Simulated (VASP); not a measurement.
Consider the following.

```yaml
crystal:
  lattice:
    - [0.00000, 2.61892, 2.61892]
    - [2.61892, 0.00000, 2.61892]
    - [2.61892, 2.61892, 0.00000]
  atoms:
    - { symbol: Li, position: [0.00000, 0.00000, 0.00000] }
    - { symbol: Cl, position: [0.50000, 0.50000, 0.50000] }
```

These are vdW-DF2, VASP's PBE PAW potentials (set 64) (plane waves; VASP) values and carry that method's errors. Numerical set-up: 520 eV cut-off, 9×9×9 Γ-centred mesh, Gaussian smearing of 0.050 eV, potentials Li_sv Cl.

Problem. The job: LiCl (rock salt), 2 atoms, vdW-DF2, static run, 520 eV, 9×9×9 Γ-centred mesh. Roughly how much core time does it take on a busy server core?

Solution. About 20 core-seconds (one run on a shared machine, a rough figure). It had 35 irreducible k-points, 9 bands, up to 981 plane waves and 14 electronic steps.

The compound is LiCl in the rock salt structure. This cell is one point of a volume scan, at 1.03 of the reference volume.
